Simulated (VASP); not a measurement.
An input for Quantum ESPRESSO's pw.x (written as the equivalent of a VASP run, and not itself run):

```
&CONTROL
  calculation = 'scf'
  pseudo_dir = './pseudo'
  outdir = './out'
  tprnfor = .true.
  tstress = .true.
/
&SYSTEM
  ibrav = 0
  nat = 8
  ntyp = 3
  ecutwfc = 102
  occupations = 'smearing'
  smearing = 'gaussian'
  degauss = 0.003675
  input_dft = 'pbe'
/
&ELECTRONS
  conv_thr = 7.3e-08
  electron_maxstep = 100
/
ATOMIC_SPECIES
  Sr 87.620 Sr.upf
  O 15.999 O.upf
  Cd 112.414 Cd.upf
CELL_PARAMETERS angstrom
     5.1076032    0.0000000    0.0000000
     0.0000000    5.1076032    0.0000000
     0.0000000    0.0000000    5.1076032
ATOMIC_POSITIONS crystal
  Sr   0.0000000  0.0000000  0.0000000
  Sr   0.5000000  0.5000000  0.0000000
  Sr   0.5000000  0.0000000  0.5000000
  O    0.5000000  0.5000000  0.5000000
  O    0.0000000  0.0000000  0.5000000
  O    0.0000000  0.5000000  0.0000000
  O    0.5000000  0.0000000  0.0000000
  Cd   0.0000000  0.5000000  0.5000000
K_POINTS automatic
  4 4 4 0 0 0
```

Write the VASP files for the same calculation (PBE).

Several could match; the one computed here: 
### KPOINTS
```
K-points
0
gamma
 4 4 4
```

File POSCAR:
```
CdSr3O4
10.2152060
  0.5000000188   0.0000000000   0.0000000000
  0.0000000000   0.5000000188   0.0000000000
  0.0000000000   0.0000000000   0.5000000188
Sr O Cd
3 4 1
Cartesian
  0.0000000000   0.0000000000   0.0000000000
  0.2500000094   0.2500000094   0.0000000000
  0.2500000094   0.0000000000   0.2500000094
  0.2500000094   0.2500000094   0.2500000094
  0.0000000000   0.0000000000   0.2500000094
  0.0000000000   0.2500000094   0.0000000000
  0.2500000094   0.0000000000   0.0000000000
  0.0000000000   0.2500000094   0.2500000094
```

INCAR:
```
PREC = Accurate
LWAVE = .FALSE.
ISMEAR = 0   ! Gaussian
LASPH = .TRUE.
NELM = 100
GGA = PE   ! PBE
LCHARG = .TRUE.
SYSTEM = CdSr3O4
LMAXMIX = 4
LREAL = .FALSE.   ! projection in real space or not
EDIFF = 1E-6
ENCUT = 500
SIGMA = 0.05   ! width (eV)
ALGO = Normal   ! blocked Davidson
```

POTCAR, in this order: Sr_sv O Cd (PBE.64 set). Program: vasp_std.

The two are equivalent in intent, not identical: the potentials are each code's own (VASP's PAW set, PseudoDojo norm-conserving files in pw.x), so ENCUT and ecutwfc are chosen apart and not converted; conv_thr bounds pw.x's estimated SCF error, while EDIFF bounds the energy change between steps.

The structure was generated: CdSr3O4 was put into an ordered model structure (Pm-3m), which need not be its known phase. It was relaxed first.
